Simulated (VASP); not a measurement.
A VASP calculation is set up with these files.

### POSCAR
```
VAs
1
    0.0000000000     2.8859290000     2.8859290000
    2.8859290000     0.0000000000     2.8859290000
    2.8859290000     2.8859290000     0.0000000000
As V
1 1
Direct
  0.2500000000   0.2500000000   0.2500000000
  0.0000000000   0.0000000000   0.0000000000
```

KPOINTS:
```
Automatic mesh
0
Gamma
5 5 5
0 0 0
```

INCAR:
```
EDIFF = 1E-6   ! SCF stop (eV)
SIGMA = 0.272   ! width (eV)
ISMEAR = 0   ! Gaussian
NELM = 100   ! most electronic steps
ISIF = 2   ! forces and stress, cell fixed
LMAXMIX = 4   ! l cut-off of mixed one-centre charges
ALGO = Normal
MAGMOM = 0.0 2.0
LWAVE = .False.
LORBIT = 11   ! lm-projected
ISPIN = 2
LCHARG = .False.
PREC = Accurate
ENCUT = 300
LASPH = .True.   ! aspherical one-centre terms
SYSTEM = VAs
LREAL = .False.
```

POTCAR, in this order: As V_sv (LDA.64 set). Program: vasp_std.

### Question
Write an equivalent input for Quantum ESPRESSO's pw.x.

### Answer
One equivalent input (not run):
```
&CONTROL
  calculation = 'scf'
  pseudo_dir = './pseudo'
  outdir = './out'
  tprnfor = .true.
  tstress = .true.
/
&SYSTEM
  ibrav = 0
  nat = 2
  ntyp = 2
  ecutwfc = 84
  occupations = 'smearing'
  smearing = 'gaussian'
  degauss = 0.01999
  input_dft = 'pz'
  nspin = 2
  starting_magnetization(2) = 0.2
/
&ELECTRONS
  conv_thr = 7.3e-08
  electron_maxstep = 100
/
ATOMIC_SPECIES
  As 74.922 As.upf
  V 50.941 V.upf
CELL_PARAMETERS angstrom
     0.0000000    2.8859290    2.8859290
     2.8859290    0.0000000    2.8859290
     2.8859290    2.8859290    0.0000000
ATOMIC_POSITIONS crystal
  As   0.2500000  0.2500000  0.2500000
  V    0.0000000  0.0000000  0.0000000
K_POINTS automatic
  5 5 5 0 0 0
```
Limits of the translation: the potentials are each code's own (VASP's PAW set, PseudoDojo norm-conserving files in pw.x), so ENCUT and ecutwfc are chosen apart and not converted; conv_thr bounds pw.x's estimated SCF error, while EDIFF bounds the energy change between steps; starting_magnetization is a fraction of the valence charge and MAGMOM a moment in μB, so they match only roughly.

The structure was generated: VAs was put into an ordered model structure, which need not be its known phase. The cell was not relaxed at this level. The run is one of a series of settings (GGA removed, POTCAR As V_sv (LDA.64 set) against the base run), some of them coarse on purpose.
